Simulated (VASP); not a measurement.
Given:

```
CELL_PARAMETERS angstrom
      0.00000     2.91948     2.91948
      2.91948     0.00000     2.91948
      2.91948     2.91948     0.00000
ATOMIC_POSITIONS crystal
  Ga 0.00000 0.00000 0.00000
  Sb 0.25000 0.25000 0.25000
```

These are PBEsol GGA, VASP's PBE PAW potentials (set 64) (plane waves; VASP) values and carry that method's errors. Settings: 500 eV cut-off, 8×8×8 Γ-centred mesh, Gaussian smearing of 0.050 eV, potentials Ga_d Sb.

Q: Estimate the energy per atom (σ→0), pressure.

A: 
```yaml
energy per atom (σ→0): -3.974 eV/atom
pressure: 9.89 GPa
```

The absolute energy has meaning only against runs of the same code, potentials and settings.

The compound is GaSb in the zinc blende structure. It was relaxed first under an external pressure of 10 GPa.
